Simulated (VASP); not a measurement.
The system is BeSb.

```
Be Sb
1.0
     3.87910    0.00000    0.00000
    -1.93955    3.35940    0.00000
     0.00000    0.00000    3.03755
Be Sb
1 1
Cartesian
  0.0000 0.0000 0.0000
  0.0000 2.2396 1.5188
```

The cell was built by a generator and needn't be a form met in nature.

| Property | Result |
| --- | --- |
| Program | VASP 6.6.1 |
| Task | relaxation of cell and atoms |
| Functional | PBE |
| Potentials or basis | VASP PAW PBE potentials, release 64 (Be, Sb) |
| Cutoff | 600 eV |
| k mesh | 6 × 6 × 7 |
| Occupations | fermi-dirac, width 0.05 eV |
| Spin | no spin polarisation |

At the start: pressure 0.1 GPa; volume 19.79 Å³/atom.

Where does the relaxation end?

Over 5 steps the energy falls by 4.0 meV/atom and the volume is 19.98 Å³/atom (+1.0 %); space group P-6m2 (No. 187, to 0.05 Å).

Step by step:
| step | energy change (eV) | largest force (eV/Å) | pressure (GPa) | volume (Å³) |
| --- | --- | --- | --- | --- |
| 1 | 0.0000 | 0.0001 | 0.14 | 39.58 |
| 2 | -0.0074 | 0.0000 | 0.52 | 39.68 |
| 3 | -0.0075 | 0.0000 | 0.50 | 39.67 |
| 4 | -0.0079 | 0.0000 | -0.09 | 40.03 |
| 5 | -0.0079 | 0.0000 | 0.00 | 39.97 |

Final structure:
```
Be Sb
1.0
     3.92058   -0.00001    0.00000
    -1.96030    3.39532    0.00000
     0.00000    0.00000    3.00257
Be Sb
1 1
Direct
  0.00000 0.00000 0.00000
  0.33333 0.66667 0.50000
```
